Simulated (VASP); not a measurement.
VASP input:

**INCAR**
```
ALGO=Normal
EDIFF=1E-7
ENCUT=520
GGA=PE
ISIF=2
ISMEAR=-5
IVDW=13
LASPH=.TRUE.
LCHARG=.TRUE.
LMAXMIX=6
LORBIT=11
LREAL=.FALSE.
LWAVE=.FALSE.
NEDOS=601
NELM=100
PREC=Accurate
SYSTEM=HgTe
```

File KPOINTS:
```
Automatic mesh
0
Gamma
11 11 11
0 0 0
```

**POSCAR**
```
HgTe
1
    0.0000000000     3.2735676523     3.2735676523
    3.2735676523     0.0000000000     3.2735676523
    3.2735676523     3.2735676523     0.0000000000
Hg Te
1 1
Direct
  0.0000000000   0.0000000000   0.0000000000
  0.2500000000   0.2500000000   0.2500000000
```

POTCAR, in this order: Hg Te (PBE.64 set). Program: vasp_std.

**Question.** Translate this PBE-D4 calculation to Ansatz.

**Answer.** One equivalent input (not run):
Ansatz 0.2 input:
```yaml
crystal:
  lattice:
    - [0.0000000, 3.2735677, 3.2735677]
    - [3.2735677, 0.0000000, 3.2735677]
    - [3.2735677, 3.2735677, 0.0000000]
  atoms:
    - { symbol: Hg, position: [0.0000000, 0.0000000, 0.0000000] }
    - { symbol: Te, position: [0.2500000, 0.2500000, 0.2500000] }
kpoints:
  mp_grid: { grid: [11, 11, 11] }
hamiltonian:
  xc: pbe
  dispersion: d4
  pseudopotentials: { kind: paw }
scf:
  occupations: { method: tetrahedron }
  max_iter: 100
output: { forces: true, stress: true, eigenvalues: true }
```
The two are equivalent in intent, not identical: each code has its own PAW files, so the cut-off isn't converted (ENCUT is set for VASP's; basis.ecutwfc is left out, and Ansatz then takes the one that its files recommend); Ansatz stops its SCF on the density residual and VASP on the energy change (EDIFF).

The compound is HgTe in the zinc blende structure. It was relaxed first.
